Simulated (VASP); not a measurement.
The system is Ca2ZrN2.

```
Ca Zr N
1.0
     3.45000    0.00000    0.00000
    -1.72500    2.98779    0.00000
     0.00000    0.00000    7.90000
Ca Zr N
2 1 2
Direct
  0.33333 0.66667 0.32000
  0.66667 0.33333 0.68000
  0.00000 0.00000 0.00000
  0.66667 0.33333 0.15000
  0.33333 0.66667 0.85000
```

The cell was built by a generator and needn't be a form met in nature.

| Property | Result |
| --- | --- |
| Program | VASP 6.6.1 |
| Task | relaxation of cell and atoms |
| Functional | PBE |
| Potentials or basis | VASP PAW PBE potentials, release 64 (Ca_sv, Zr_sv, N) |
| Cutoff | 520 eV |
| k mesh | 5 × 5 × 2 |
| Occupations | gaussian, width 0.15 eV |
| Spin | no spin polarisation |

At the start: pressure 4.2 GPa; volume 16.29 Å³/atom.

**Question.** How do energy, volume and symmetry change on relaxing?

**Answer.** Over 10 steps the energy falls by 121.1 meV/atom and the volume is 17.41 Å³/atom (+6.9 %); space group P-3m1 (No. 164, to 0.05 Å).

Step by step:
| step | energy change (eV) | largest force (eV/Å) | pressure (GPa) | volume (Å³) |
| --- | --- | --- | --- | --- |
| 1 | 0.0000 | 0.1664 | 4.20 | 81.43 |
| 2 | -0.4575 | 0.8078 | -2.61 | 86.29 |
| 3 | -0.4604 | 0.8750 | -2.97 | 86.66 |
| 4 | -0.5433 | 0.4438 | 1.99 | 83.73 |
| 5 | -0.5445 | 0.4856 | 1.66 | 84.00 |
| 6 | -0.5882 | 0.1895 | 1.08 | 85.15 |
| 7 | -0.6028 | 0.0744 | 0.74 | 86.25 |
| 8 | -0.6030 | 0.1062 | 0.80 | 86.39 |
| 9 | -0.6021 | 0.0987 | -1.22 | 87.85 |
| 10 | -0.6053 | 0.0514 | -0.29 | 87.04 |

Final structure:
```cif
data_structure
_symmetry_space_group_name_H-M 'P 1'
_symmetry_Int_Tables_number 1
_cell_length_a 3.3706
_cell_length_b 3.3706
_cell_length_c 8.8465
_cell_angle_alpha 90.000
_cell_angle_beta 90.000
_cell_angle_gamma 120.000
_cell_volume 87.04
loop_
_atom_site_label
_atom_site_type_symbol
_atom_site_fract_x
_atom_site_fract_y
_atom_site_fract_z
_atom_site_occupancy
Ca1 Ca 0.33333 0.66667 0.30602 1
Ca2 Ca 0.66667 0.33333 0.69398 1
Zr1 Zr 0.00000 0.00000 0.00000 1
N1 N 0.66667 0.33333 0.14120 1
N2 N 0.33333 0.66667 0.85880 1
```

Caveat: the k mesh is coarse (spacing up to 0.42 Å⁻¹), so the values aren't converged.
